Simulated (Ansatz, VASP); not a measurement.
# TiTe2 in two plane-wave programs

Wanted: the spread between two codes on one cell, functional and k mesh. The cell is taken from a series of runs on this material, whose earlier steps may have relaxed, scaled, displaced or heated it; both programs get it as it stands.

Main program and level: Ansatz 0.2.0; plane waves, with VASP 6.6.1 beside it; zone-centre phonons at PBE.

## (1) Set-up

The structure is trigonal, space group P-3m1 (No. 164). Conventional cell: a = 3.780 Å, b = 3.780 Å, c = 6.773 Å, α = 90.00°, β = 90.00°, γ = 120.00°. Nearest to Ti lie 6 Te at 2.78 Å. Nearest to Te lie 3 Ti at 2.78 Å. Farther neighbours and most contacts between anions are not listed.

Coordinates:

```xyz
3
Lattice="3.7801 0.0000 0.0000 -1.8901 3.2737 0.0000 0.0000 0.0000 6.7728" Properties=species:S:1:pos:R:3 pbc="T T T"
Ti    0.0000    0.0000    0.0000
Te    1.8901    1.0912    1.7216
Te    0.0000    2.1824    5.0512
```

## (2) VASP: zone-centre phonons, PBE

Second derivatives magnify differences that forces hide, and they need a tight electronic threshold.

Lines of VASP's logs that name or quote its potential files are left out, and so is its time.

Input file INCAR:

```
SYSTEM = TiTe2
PREC = Accurate
ENCUT = 500
EDIFF = 1E-08
NELM = 120
ISMEAR = 1
SIGMA = 0.2
LREAL = .FALSE.
ALGO = Normal
GGA = PE
NBANDS = 18
LASPH = .TRUE.
LORBIT = 11
LWAVE = .FALSE.
LCHARG = .FALSE.
ISIF = 2
IBRION = 8
GGA_COMPAT = .FALSE.
KPAR = 2
```

Input file POSCAR:

```
TiTe2
1.0
    3.7801021787      0.0000000000      0.0000000000
   -1.8900510893      3.2736645157      0.0000000000
    0.0000000000      0.0000000000      6.7728417163
Ti Te
1 2
Direct
    0.0000000000      0.0000000000      0.0000000000
    0.6666666667      0.3333333333      0.2541967521
    0.3333333333      0.6666666667      0.7458032479
```

Input file KPOINTS:

```
Automatic mesh
0
Gamma
6 6 3
0 0 0
```

Potentials, in the order of the species: Ti_sv and Te (PBE family, release 64).

Command:

```
> mpirun -np 2 vasp_std
```

Numbers of over 12 decimals in the logs are rounded to 6 here.

Log:

```text
[banner, memory and clock lines left out]
running    2 mpi-ranks, on    1 nodes
 distrk:  each k-point on    1 cores,    2 groups
 distr:  one band on    1 cores,    1 groups

 POSCAR found type information on POSCAR TiTe
 POSCAR found :  2 types and       3 ions
 LDA part: xc-table for (Slater+PW92), standard interpolation
 POSCAR, INCAR and KPOINTS ok, starting setup
 FFT: planning ... GRIDC
 FFT: planning ... GRID_SOFT
 FFT: planning ... GRID
 WAVECAR not read
 entering main loop
       N       E                     dE             d eps       ncg     rms          rms(c)
DAV:   1     0.175916215896E+03    0.17592E+03   -0.10590E+04   612   0.120E+03
DAV:   2    -0.229049937680E+01   -0.17821E+03   -0.17472E+03   674   0.299E+02
DAV:   3    -0.179285355027E+02   -0.15638E+02   -0.15363E+02   962   0.837E+01
DAV:   4    -0.185152310693E+02   -0.58670E+00   -0.58509E+00   790   0.151E+01
DAV:   5    -0.185394327711E+02   -0.24202E-01   -0.24191E-01   914   0.288E+00    0.120E+01
DAV:   6    -0.187993237933E+02   -0.25989E+00   -0.41710E+01   692   0.401E+01    0.158E+01
DAV:   7    -0.165092334456E+02    0.22901E+01   -0.37647E+01   774   0.353E+01    0.571E+00
DAV:   8    -0.162170546800E+02    0.29218E+00   -0.14057E+00   708   0.843E+00    0.193E+00
DAV:   9    -0.162430191892E+02   -0.25965E-01   -0.49473E-01   796   0.460E+00    0.195E+00
DAV:  10    -0.162151747736E+02    0.27844E-01   -0.47258E-01   758   0.484E+00    0.102E+00
DAV:  11    -0.162061041008E+02    0.90707E-02   -0.34349E-02   716   0.138E+00    0.551E-01
DAV:  12    -0.162062020322E+02   -0.97931E-04   -0.92531E-04   716   0.223E-01    0.329E-01
DAV:  13    -0.162057912707E+02    0.41076E-03   -0.14054E-03   862   0.236E-01    0.124E-01
DAV:  14    -0.162057947083E+02   -0.34376E-05   -0.49927E-05   682   0.474E-02    0.557E-02
DAV:  15    -0.162057836733E+02    0.11035E-04   -0.12779E-05   832   0.249E-02    0.471E-02
DAV:  16    -0.162057751216E+02    0.85517E-05   -0.46945E-05   798   0.452E-02    0.625E-03
DAV:  17    -0.162057751871E+02   -0.65518E-07   -0.14185E-06   668   0.111E-02    0.201E-03
DAV:  18    -0.162057753958E+02   -0.20874E-06   -0.24483E-07   718   0.360E-03    0.250E-03
DAV:  19    -0.162057754720E+02   -0.76187E-07   -0.31709E-08   550   0.158E-03    0.703E-04
DAV:  20    -0.162057754386E+02    0.33390E-07   -0.66544E-09   380   0.536E-04    0.762E-04
DAV:  21    -0.162057754482E+02   -0.95965E-08   -0.15133E-09   370   0.228E-04
   1 F= -.16205775E+02 E0= -.16204701E+02  d E =-.322367E-02
 Linear response reoptimize wavefunctions to high precision
DAV:   1    -0.162057754491E+02   -0.87084E-09   -0.19761E-10   380   0.116E-04
DAV:   2    -0.162057754490E+02    0.95497E-10   -0.50009E-11   364   0.569E-05
 Linear response DOF=           4
 Linear response progress:
  Degree of freedom:   1/  4
       N       E                     dE             d eps       ncg     rms          rms(c)
RMM:   1    -0.756306068217E+00   -0.75631E+00    0.10902E+01  1243   0.136E+02
RMM:   2    -0.712031175515E+00    0.44275E-01   -0.43913E-01  2077   0.511E+00    0.196E-01
RMM:   3    -0.708238538866E+00    0.37926E-02   -0.23090E-02  2380   0.110E+00    0.995E-02
RMM:   4    -0.708394869550E+00   -0.15633E-03   -0.15380E-02  2746   0.478E-01    0.380E-02
RMM:   5    -0.709846787862E+00   -0.14519E-02   -0.76034E-04  2762   0.152E-01    0.151E-02
RMM:   6    -0.710160634259E+00   -0.31385E-03   -0.19400E-04  2863   0.651E-02    0.119E-02
RMM:   7    -0.710172620304E+00   -0.11986E-04   -0.43510E-05  2758   0.316E-02    0.256E-03
RMM:   8    -0.710132635870E+00    0.39984E-04   -0.19426E-05  3077   0.158E-02    0.137E-03
RMM:   9    -0.710167562367E+00   -0.34926E-04   -0.10636E-05  3009   0.784E-03    0.262E-04
RMM:  10    -0.710162854512E+00    0.47079E-05   -0.79337E-06  3097   0.453E-03    0.177E-04
RMM:  11    -0.710168048539E+00   -0.51940E-05   -0.66843E-06  3141   0.299E-03    0.672E-05
RMM:  12    -0.710170948943E+00   -0.29004E-05   -0.58888E-06  3186   0.214E-03    0.377E-05
RMM:  13    -0.710169999311E+00    0.94963E-06   -0.56462E-06  3212   0.168E-03    0.337E-05
RMM:  14    -0.710169804327E+00    0.19498E-06   -0.49334E-06  3157   0.141E-03    0.629E-05
RMM:  15    -0.710170483335E+00   -0.67901E-06   -0.46399E-06  2881   0.124E-03    0.464E-05
RMM:  16    -0.710170732029E+00   -0.24869E-06   -0.41676E-06  3044   0.111E-03    0.464E-05
RMM:  17    -0.710170849664E+00   -0.11764E-06   -0.38487E-06  3191   0.101E-03    0.514E-05
RMM:  18    -0.710170845347E+00    0.43167E-08   -0.34882E-06  3225   0.928E-04    0.597E-05
RMM:  19    -0.710170999731E+00   -0.15438E-06   -0.32226E-06  2961   0.865E-04    0.670E-05
RMM:  20    -0.710171095632E+00   -0.95901E-07   -0.29084E-06  2808   0.810E-04    0.798E-05
RMM:  21    -0.710171127827E+00   -0.32196E-07   -0.26516E-06  2761   0.759E-04    0.816E-05
RMM:  22    -0.710171276817E+00   -0.14899E-06   -0.23867E-06  3211   0.728E-04    0.675E-05
RMM:  23    -0.710171428891E+00   -0.15207E-06   -0.21425E-06  2800   0.671E-04    0.710E-05
 first order change of Fermi-energy   0.35548E-03
 force on displaced ion       1 direction 1 :  -4.379   0.000   0.000
 Linear response progress:
  Degree of freedom:   2/  4
       N       E                     dE             d eps       ncg     rms          rms(c)
RMM:   1    -0.756622446371E+00   -0.75662E+00    0.18859E+01   624   0.140E+02
RMM:   2    -0.712451230106E+00    0.44171E-01   -0.34889E-01  1010   0.441E+00    0.218E-01
RMM:   3    -0.709567456431E+00    0.28838E-02   -0.27007E-02  1189   0.102E+00    0.112E-01
RMM:   4    -0.709921837085E+00   -0.35438E-03   -0.16980E-02  1282   0.437E-01    0.515E-02
RMM:   5    -0.710847965240E+00   -0.92613E-03   -0.56417E-04  1357   0.131E-01    0.277E-02
RMM:   6    -0.711343256484E+00   -0.49529E-03   -0.23973E-04  1264   0.667E-02    0.198E-02
RMM:   7    -0.711485929703E+00   -0.14267E-03   -0.55013E-05  1265   0.350E-02    0.296E-03
RMM:   8    -0.711425537588E+00    0.60392E-04   -0.35360E-05  1437   0.169E-02    0.126E-03
RMM:   9    -0.711443759506E+00   -0.18222E-04   -0.26599E-05  1452   0.884E-03    0.760E-04
RMM:  10    -0.711450584214E+00   -0.68247E-05   -0.21787E-05  1515   0.557E-03    0.612E-04
RMM:  11    -0.711472266646E+00   -0.21682E-04   -0.14959E-05  1271   0.443E-03    0.234E-04
RMM:  12    -0.711468708189E+00    0.35585E-05   -0.12248E-05  1410   0.343E-03    0.119E-04
RMM:  13    -0.711467740488E+00    0.96770E-06   -0.70429E-06  1488   0.292E-03    0.103E-04
RMM:  14    -0.711468063848E+00   -0.32336E-06   -0.68491E-06  1565   0.257E-03    0.152E-04
RMM:  15    -0.711466698082E+00    0.13658E-05   -0.46068E-06  1316   0.235E-03    0.153E-04
RMM:  16    -0.711466864094E+00   -0.16601E-06   -0.69175E-06  1393   0.215E-03    0.153E-04
RMM:  17    -0.711467204211E+00   -0.34012E-06   -0.57030E-06  1394   0.198E-03    0.160E-04
 first order change of Fermi-energy  -0.39399E-03
 force on displaced ion       1 direction 3 :  -0.000  -0.000 -10.459
 Linear response progress:
  Degree of freedom:   3/  4
       N       E                     dE             d eps       ncg     rms          rms(c)
RMM:   1    -0.432268003164E-01   -0.43227E-01    0.16175E-02  4825   0.108E+00
RMM:   2    -0.420280751464E-01    0.11987E-02   -0.33931E-03  4045   0.322E-01    0.785E-02
RMM:   3    -0.421937285366E-01   -0.16565E-03   -0.81193E-04  4690   0.132E-01    0.444E-02
RMM:   4    -0.422760806753E-01   -0.82352E-04   -0.14460E-04  4969   0.477E-02    0.330E-02
RMM:   5    -0.424194079166E-01   -0.14333E-03   -0.37329E-05  4299   0.310E-02    0.346E-03
RMM:   6    -0.424135313692E-01    0.58765E-05   -0.98559E-06  4887   0.121E-02    0.214E-03
RMM:   7    -0.424138710940E-01   -0.33972E-06   -0.29790E-06  4865   0.585E-03    0.172E-03
RMM:   8    -0.424142713173E-01   -0.40022E-06   -0.82509E-07  4733   0.306E-03    0.533E-04
RMM:   9    -0.424142389055E-01    0.32412E-07   -0.92405E-07  5269   0.145E-03    0.191E-04
RMM:  10    -0.424139626989E-01    0.27621E-06   -0.84013E-08  5303   0.635E-04    0.702E-05
RMM:  11    -0.424139391850E-01    0.23514E-07   -0.19251E-07  5297   0.321E-04    0.251E-05
RMM:  12    -0.424138882370E-01    0.50948E-07    0.22932E-10  5338   0.166E-04    0.101E-05
RMM:  13    -0.424138938457E-01   -0.56087E-08   -0.71443E-08  5280   0.909E-05    0.375E-06
 first order change of Fermi-energy   0.27303E-04
 force on displaced ion       2 direction 1 :  -3.177   0.001   0.000
 Linear response progress:
  Degree of freedom:   4/  4
       N       E                     dE             d eps       ncg     rms          rms(c)
RMM:   1    -0.656592067488E-01   -0.65659E-01    0.37866E-02  1418   0.122E+00
RMM:   2    -0.639381600770E-01    0.17210E-02   -0.35313E-03  1265   0.333E-01    0.153E-01
RMM:   3    -0.643379583014E-01   -0.39980E-03   -0.13358E-03  1190   0.265E-01    0.173E-01
RMM:   4    -0.640243798212E-01    0.31358E-03   -0.63349E-04  1111   0.191E-01    0.579E-02
RMM:   5    -0.640634775432E-01   -0.39098E-04   -0.13350E-04  1404   0.631E-02    0.454E-02
RMM:   6    -0.641397551367E-01   -0.76278E-04   -0.24388E-05  1291   0.326E-02    0.577E-03
RMM:   7    -0.641467554928E-01   -0.70004E-05   -0.96540E-06  1462   0.149E-02    0.488E-03
RMM:   8    -0.641451766782E-01    0.15788E-05   -0.25626E-06  1466   0.630E-03    0.232E-03
RMM:   9    -0.641452421660E-01   -0.65488E-07   -0.13870E-06  1383   0.285E-03    0.128E-03
RMM:  10    -0.641456458341E-01   -0.40367E-06   -0.32748E-08  1442   0.153E-03    0.459E-04
RMM:  11    -0.641460688361E-01   -0.42300E-06   -0.10148E-08  1491   0.725E-04    0.912E-05
RMM:  12    -0.641460233005E-01    0.45536E-07    0.21621E-07  1490   0.343E-04    0.573E-05
RMM:  13    -0.641460217729E-01    0.15276E-08   -0.48750E-07  1551   0.170E-04    0.235E-05
RMM:  14    -0.641460091079E-01    0.12665E-07   -0.46472E-09  1522   0.841E-05    0.255E-05
RMM:  15    -0.641460205210E-01   -0.11413E-07   -0.12622E-07  1523   0.482E-05    0.108E-05
RMM:  16    -0.641460221886E-01   -0.16675E-08    0.64542E-08  1549   0.305E-05    0.321E-06
 first order change of Fermi-energy  -0.63009E-01
 force on displaced ion       2 direction 3 :  -0.000   0.000  -6.869
 Linear response finished
```

Parts of OUTCAR (step 2):

```text
ion  position               nearest neighbor table
   1  0.000  0.000  0.000-   2 2.78   3 2.78   2 2.78   3 2.78   2 2.78   3 2.78
   2  0.667  0.333  0.254-   1 2.78   1 2.78   1 2.78
   3  0.333  0.667  0.746-   1 2.78   1 2.78   1 2.78

  LATTYP: Found a hexagonal cell.
 ALAT       =     3.7801021787
 C/A-ratio  =     1.7917086354

 Subroutine GETGRP returns: Found 12 space group operations
 (whereof 12 operations were pure point group operations)

The static configuration has the point symmetry D_3d.

 Found     17 irreducible k-points:

   k-points           NKPTS =     17   k-points in BZ     NKDIM =     17   number of bands    NBANDS=     18

   dimension x,y,z NGX =    28 NGY =   28 NGZ =   50
   dimension x,y,z NGXF=    56 NGYF=   56 NGZF=  100

   ENCUT  =  500.0 eV  36.75 Ry    6.06 a.u.   6.89  6.89 12.35*2*pi/ulx,y,z

   NELECT =      24.0000    total number of electrons

 k-points in reciprocal lattice and weights: Automatic mesh
   0.00000000  0.00000000  0.00000000       0.009
   0.16666667  0.00000000  0.00000000       0.056
   0.33333333 -0.00000000  0.00000000       0.056
   0.50000000  0.00000000  0.00000000       0.028
   0.16666667  0.16666667  0.00000000       0.056
   0.33333333  0.16666667  0.00000000       0.111
   0.33333333  0.33333333  0.00000000       0.019
   0.00000000  0.00000000  0.33333333       0.019
   0.16666667  0.00000000  0.33333333       0.056
[...]
-0.16666667  0.50000000  0.33333333       0.111
   0.33333333  0.33333333  0.33333333       0.037

 average (electrostatic) potential at core
       1 -75.2862       2 -87.8177       3 -87.8177

  Total        0.1608573      0.1608573     -0.3474370      0.0000000      0.0000000     -0.0000000
  in kB        3.0749833      3.0749833     -6.6416804      0.0000000      0.0000000     -0.0000000
  external PRESSURE =      -0.1639046 kB  Pullay stress =       0.0000000 kB

  energy-cutoff  :      500.00
  volume of cell :       83.81
      direct lattice vectors                 reciprocal lattice vectors
     3.780102179  0.000000000  0.000000000     0.264543114  0.152734038  0.000000000
    -1.890051089  3.273664516  0.000000000     0.000000000  0.305468076  0.000000000
     0.000000000  0.000000000  6.772841716     0.000000000  0.000000000  0.147648512

 POSITION                                       TOTAL-FORCE (eV/Angst)
 -----------------------------------------------------------------------------------
      0.00000      0.00000      0.00000        -0.000000      0.000000      0.000000
      1.89005      1.09122      1.72163        -0.000000     -0.000000     -0.064807
     -0.00000      2.18244      5.05121         0.000000      0.000000      0.064807
 -----------------------------------------------------------------------------------
    total drift:                               -0.000000      0.000000      0.000000

 Eigenvectors and eigenvalues of the dynamical matrix
 ----------------------------------------------------

   1 f  =    7.957394 THz    49.997782 2PiTHz  265.430099 cm-1    32.909123 meV
             X         Y         Z           dx          dy          dz
      0.000000  0.000000  0.000000    -0.000000    0.000000    0.918238
      1.890051  1.091222  1.721634    -0.000000    0.000000   -0.280035
     -0.000000  2.182443  5.051207     0.000000   -0.000000   -0.280035

   2 f  =    5.151640 THz    32.368708 2PiTHz  171.840210 cm-1    21.305461 meV
             X         Y         Z           dx          dy          dz
      0.000000  0.000000  0.000000    -0.373869   -0.838182   -0.000000
      1.890051  1.091222  1.721634     0.114378    0.256426   -0.000000
     -0.000000  2.182443  5.051207     0.114378    0.256426   -0.000000

   3 f  =    5.151640 THz    32.368708 2PiTHz  171.840210 cm-1    21.305461 meV
             X         Y         Z           dx          dy          dz
      0.000000  0.000000  0.000000     0.838182   -0.373869   -0.000000
      1.890051  1.091222  1.721634    -0.256426    0.114378   -0.000000
     -0.000000  2.182443  5.051207    -0.256426    0.114378   -0.000000

   4 f  =    4.047538 THz    25.431430 2PiTHz  135.011330 cm-1    16.739264 meV
             X         Y         Z           dx          dy          dz
      0.000000  0.000000  0.000000     0.000000   -0.000000    0.000000
      1.890051  1.091222  1.721634    -0.000000    0.000000   -0.707107
     -0.000000  2.182443  5.051207     0.000000   -0.000000    0.707107

   5 f  =    2.825561 THz    17.753522 2PiTHz   94.250561 cm-1    11.685575 meV
             X         Y         Z           dx          dy          dz
      0.000000  0.000000  0.000000    -0.000000   -0.000000    0.000000
      1.890051  1.091222  1.721634     0.288039    0.645781    0.000000
     -0.000000  2.182443  5.051207    -0.288039   -0.645781    0.000000

   6 f  =    2.825561 THz    17.753522 2PiTHz   94.250561 cm-1    11.685575 meV
             X         Y         Z           dx          dy          dz
      0.000000  0.000000  0.000000     0.000000   -0.000000    0.000000
      1.890051  1.091222  1.721634    -0.645781    0.288039    0.000000
     -0.000000  2.182443  5.051207     0.645781   -0.288039   -0.000000

   7 f/i=    0.002154 THz     0.013535 2PiTHz    0.071854 cm-1     0.008909 meV
             X         Y         Z           dx          dy          dz
      0.000000  0.000000  0.000000     0.121965    0.377886   -0.000000
      1.890051  1.091222  1.721634     0.199335    0.617599   -0.000000
     -0.000000  2.182443  5.051207     0.199335    0.617599   -0.000000

   8 f/i=    0.002154 THz     0.013535 2PiTHz    0.071854 cm-1     0.008909 meV
             X         Y         Z           dx          dy          dz
      0.000000  0.000000  0.000000    -0.377886    0.121965    0.000000
      1.890051  1.091222  1.721634    -0.617599    0.199335    0.000000
     -0.000000  2.182443  5.051207    -0.617599    0.199335    0.000000

   9 f/i=    0.012443 THz     0.078184 2PiTHz    0.415067 cm-1     0.051462 meV
             X         Y         Z           dx          dy          dz
      0.000000  0.000000  0.000000    -0.000000   -0.000000   -0.396029
      1.890051  1.091222  1.721634    -0.000000   -0.000000   -0.649292
     -0.000000  2.182443  5.051207    -0.000000   -0.000000   -0.649292

 ELASTIC MODULI CONTR FROM IONIC RELAXATION (kBar)
 Direction    XX          YY          ZZ          XY          YZ          ZX
 --------------------------------------------------------------------------------
 XX        -219.5268   -130.1108   -352.8600     -0.0000   -140.9056     -0.0000
 YY        -130.1108   -219.5268   -352.8600     -0.0000    140.9056      0.0000
 ZZ        -352.8600   -352.8600   -712.2243     -0.0000      0.0000     -0.0000
 XY          -0.0000     -0.0000     -0.0000    -44.7080      0.0000   -119.5718
 YZ        -140.9056    140.9056      0.0000      0.0000   -444.0904     -0.0000
 ZX          -0.0000      0.0000     -0.0000   -119.5718     -0.0000   -319.7956
 --------------------------------------------------------------------------------
```

(Part 1 of 2 ends here.)

[Lines on the potential files, build, host, timing and source positions are cut from VASP's logs without a mark.]

[Logs are printed without paths, hosts, clocks, repeated set-up lines and the standing remarks that a program may print on its own settings, such as how far it seeks lower states.]

[Hosts, paths, dates, database ids (printed as entryN), source tags and the programs' standing remarks are cut or masked in the printed files.]
